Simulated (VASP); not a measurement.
Energy against volume of CdSe (zinc blende). Level of theory: r2SCAN+rVV10, VASP's PBE PAW potentials (set 64) (plane waves; VASP 6.6.1). Numerical set-up: 520 eV cut-off, 8×8×8 Γ-centred mesh, Gaussian smearing of 0.050 eV, potentials Cd Se.

| V (Å³/atom) | E (eV/atom) |
|---|---|
| 26.873 | -17.64156 |
| 27.731 | -17.65646 |
| 28.588 | -17.66110 |
| 29.446 | -17.65705 |

Problem. Fit these four points and predict the energy of the run at 30.304 Å³/atom.

Solution. A cubic in V^(−2/3), the third-order Birch-Murnaghan form, passes through the four points with V0 = 28.59 Å³/atom and B0 = 54 GPa, and gives -17.6456 eV/atom there. The run gave -17.6457 eV/atom, -0.1 meV/atom from the fit; all five points give B0 = 54 GPa.

The compound is CdSe in the zinc blende structure, whereas wurtzite is the usual form. It was relaxed first.
